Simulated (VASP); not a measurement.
Method: PBE GGA, VASP's PBE PAW potentials (set 64) (plane waves; VASP).

Input for VASP

**KPOINTS**
```
Regular mesh
0
G
7 7 4
0 0 0
```

**POSCAR**
```
ZnO
1.0
  1.6473807160  -2.8533475552   0.0000000000
  1.6473807160   2.8533475552   0.0000000000
  0.0000000000   0.0000000000   5.2821574565
Zn O
2 2
Cartesian
  1.6473807160  -0.9511177540   2.6423658537
  1.6473807160   0.9511177540   0.0012871255
  1.6473807160  -0.9511177540   4.6575757511
  1.6473807160   0.9511177540   2.0164970229
```

INCAR:
```
SYSTEM=ZnO
PREC=Accurate; ENCUT=520; LREAL=.FALSE.
LASPH=.TRUE.
EDIFF=1E-6; NELM=100; ALGO=Normal
LMAXMIX=4
ISMEAR=0; SIGMA=0.05
GGA=PE
IBRION=2; NSW=60; ISIF=3
EDIFFG=-0.02
LWAVE=.FALSE.; LCHARG=.FALSE.
```

POTCAR, in this order: Zn O (PBE.64 set). Program: vasp_std.

What VASP printed:

File OSZICAR:
```
       N       E                     dE             d eps       ncg     rms          rms(c)
DAV:   1     0.294991672165E+03    0.29499E+03   -0.18890E+04  1056   0.233E+03
DAV:   2     0.117870760713E+02   -0.28320E+03   -0.27223E+03  1134   0.443E+02
DAV:   3    -0.204531021366E+02   -0.32240E+02   -0.31990E+02  1242   0.158E+02
DAV:   4    -0.211016219530E+02   -0.64852E+00   -0.64775E+00  1164   0.237E+01
DAV:   5    -0.211065244454E+02   -0.49025E-02   -0.49024E-02  1206   0.201E+00    0.143E+01
DAV:   6    -0.177309730211E+02    0.33756E+01   -0.12158E+01  1846   0.742E+01    0.863E+00
DAV:   7    -0.178962601952E+02   -0.16529E+00   -0.26671E+00  1144   0.197E+01    0.519E+00
DAV:   8    -0.179226910035E+02   -0.26431E-01   -0.85687E-01  1588   0.922E+00    0.183E+00
DAV:   9    -0.178565946079E+02    0.66096E-01   -0.19379E-01  1626   0.797E+00    0.348E-01
DAV:  10    -0.178604068013E+02   -0.38122E-02   -0.58583E-02  1092   0.176E+00    0.149E-01
DAV:  11    -0.178603938371E+02    0.12964E-04   -0.15452E-03  1536   0.507E-01    0.352E-02
DAV:  12    -0.178604517818E+02   -0.57945E-04   -0.15097E-04  1364   0.228E-01    0.348E-02
DAV:  13    -0.178604458800E+02    0.59018E-05   -0.39663E-05  1364   0.129E-01    0.126E-02
DAV:  14    -0.178604462143E+02   -0.33429E-06   -0.14725E-05  1158   0.445E-02    0.488E-03
DAV:  15    -0.178604456288E+02    0.58545E-06   -0.15753E-06   750   0.152E-02
   1 F= -.17860446E+02 E0= -.17860446E+02  d E =-.178604E+02
       N       E                     dE             d eps       ncg     rms          rms(c)
DAV:   1    -0.178611314863E+02   -0.68527E-03   -0.38453E-02  1056   0.177E+00    0.158E-01
DAV:   2    -0.178608193365E+02    0.31215E-03   -0.12366E-03  1280   0.629E-01    0.887E-02
DAV:   3    -0.178606782334E+02    0.14110E-03   -0.99112E-05  1478   0.158E-01    0.330E-02
DAV:   4    -0.178606598149E+02    0.18418E-04   -0.46345E-05  1346   0.832E-02    0.513E-03
DAV:   5    -0.178606604409E+02   -0.62595E-06   -0.80854E-06  1080   0.313E-02
   2 F= -.17860660E+02 E0= -.17860660E+02  d E =-.214812E-03
       N       E                     dE             d eps       ncg     rms          rms(c)
DAV:   1    -0.178649188581E+02   -0.42590E-02   -0.32407E-01  1056   0.511E+00    0.462E-01
DAV:   2    -0.178622392877E+02    0.26796E-02   -0.10468E-02  1280   0.182E+00    0.257E-01
DAV:   3    -0.178610592612E+02    0.11800E-02   -0.82885E-04  1480   0.463E-01    0.970E-02
DAV:   4    -0.178608990779E+02    0.16018E-03   -0.39501E-04  1346   0.245E-01    0.149E-02
DAV:   5    -0.178609047705E+02   -0.56926E-05   -0.69815E-05  1086   0.921E-02    0.845E-03
DAV:   6    -0.178609046438E+02    0.12674E-06   -0.29423E-06   900   0.590E-02
   3 F= -.17860905E+02 E0= -.17860905E+02  d E =-.459015E-03
       N       E                     dE             d eps       ncg     rms          rms(c)
DAV:   1    -0.178612973835E+02   -0.39261E-03   -0.29171E-02  1078   0.181E+00    0.143E-01
DAV:   2    -0.178610441503E+02    0.25323E-03   -0.18105E-03  1422   0.709E-01    0.590E-02
DAV:   3    -0.178610018390E+02    0.42311E-04   -0.46104E-05  1500   0.155E-01    0.336E-02
DAV:   4    -0.178609856806E+02    0.16158E-04   -0.30845E-05  1226   0.646E-02    0.585E-03
DAV:   5    -0.178609855648E+02    0.11582E-06   -0.43808E-06  1040   0.219E-02
   4 F= -.17860986E+02 E0= -.17860986E+02  d E =-.809210E-04
```

**OUTCAR**
```
------------------------ aborting loop because EDIFF is reached ----------------------------------------
  FORCE on cell =-STRESS in cart. coord.  units (eV):
  Direction    XX          YY          ZZ          XY          YZ          ZX
  --------------------------------------------------------------------------------------
  Total        0.0683269      0.0683269      0.0000531      0.0000000      0.0000000     -0.0000000
  in kB        2.2068776      2.2068783      0.0017140      0.0000000      0.0000000     -0.0000000
  external PRESSURE =       1.4718233 kB  Pullay stress =       0.0000000 kB
  volume of cell :       49.60
      direct lattice vectors                 reciprocal lattice vectors
     1.642989752 -2.845742178 -0.000000000     0.304323262 -0.175701089 -0.000000000
     1.642989752  2.845742178  0.000000000     0.304323262  0.175701089  0.000000000
     0.000000000 -0.000000000  5.304731834    -0.000000000 -0.000000000  0.188510943
  FREE ENERGIE OF THE ION-ELECTRON SYSTEM (eV)
  ---------------------------------------------------
  free  energy   TOTEN  =       -17.8609855648 eV

  energy  without entropy=      -17.8609855648  energy(sigma->0) =      -17.86098556

 reached required accuracy - stopping structural energy minimisation
```
(Selected blocks of OUTCAR.)

CONTCAR:
```
ZnO
   1.00000000000000
     1.6429897518185397   -2.8457421784972468   -0.0000000000000000
     1.6429897518185397    2.8457421784972468    0.0000000000000000
     0.0000000000000000   -0.0000000000000000    5.3047318335354499
  Zn              O
     2     2
Direct
     0.6666669999999968    0.3333330000000032    0.5012495157055046
     0.3333330000000032    0.6666669999999968    0.0012495157055046
     0.6666669999999968    0.3333330000000032    0.8807504842944933
     0.3333330000000032    0.6666669999999968    0.3807504842944933
```

The compound is ZnO in the wurtzite structure. This run relaxes it. Symmetry was kept, so distortions that lower it aren't found. The start is the result of an earlier pass.
